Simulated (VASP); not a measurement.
An input for Ansatz (written as the equivalent of a VASP run, and not itself run):

Ansatz 0.2 input:
```yaml
crystal:
  lattice:
    - [2.8673139, 0.0000000, 0.0000000]
    - [0.0000000, 2.8673139, 0.0000000]
    - [0.0000000, 0.0000000, 3.5329085]
  atoms:
    - { symbol: Cu, position: [0.0000000, 0.0000000, 0.0000000] }
    - { symbol: Au, position: [0.5000000, 0.5000000, 0.5000000] }
kpoints:
  mp_grid: { grid: [12, 12, 10] }
hamiltonian:
  xc: r2scan
  pseudopotentials: { kind: paw }
scf:
  occupations: { method: methfessel_paxton, width: 0.1 }
  max_iter: 100
relax:
  max_steps: 40
  f_tol: 0.01
  cell: { p_target: 1 }
output: { forces: true, stress: true, eigenvalues: true }
```

Q: Write the VASP files for the same calculation (r2SCAN).

A: One answer among several that fit: 
INCAR:
```
# general
SYSTEM   =  CuAu
PREC     =  Accurate
ENCUT    =  480
LREAL    =  F
LASPH    =  T   # aspherical one-centre terms

# electronic loop
EDIFF    =  1E-7
NELM     =  100
ALGO     =  Normal   # blocked Davidson
LMAXMIX  =  6   # l cut-off of mixed one-centre charges
LMIXTAU  =  T

# smearing
ISMEAR   =  1   # Methfessel-Paxton
SIGMA    =  0.1

# functional
METAGGA  =  R2SCAN

# ions
IBRION   =  2
NSW      =  40
ISIF     =  3   # ions, shape and volume
EDIFFG   =  -0.01
PSTRESS  =  10

# output
LWAVE    =  F
LCHARG   =  F
```

File POSCAR:
```
CuAu
1
    2.8673139389     0.0000000000    -0.0000000000
   -0.0000000000     2.8673139389    -0.0000000000
    0.0000000000     0.0000000000     3.5329084820
Cu Au
1 1
Direct
  0.0000000000   0.0000000000   0.0000000000
  0.5000000000   0.5000000000   0.5000000000
```

**KPOINTS**
```
Regular mesh
0
Gamma
12 12 10
0 0 0
```

POTCAR, in this order: Cu Au (PBE.64 set). Program: vasp_std.

What does not carry over: each code has its own PAW files, so the cut-off isn't converted (ENCUT is set for VASP's; basis.ecutwfc is left out, and Ansatz then takes the one that its files recommend); Ansatz stops its SCF on the density residual and VASP on the energy change (EDIFF).

The compound is CuAu in the L1_0 structure. This run relaxes it under an external pressure of 1 GPa. Symmetry was kept, so distortions that lower it aren't found.
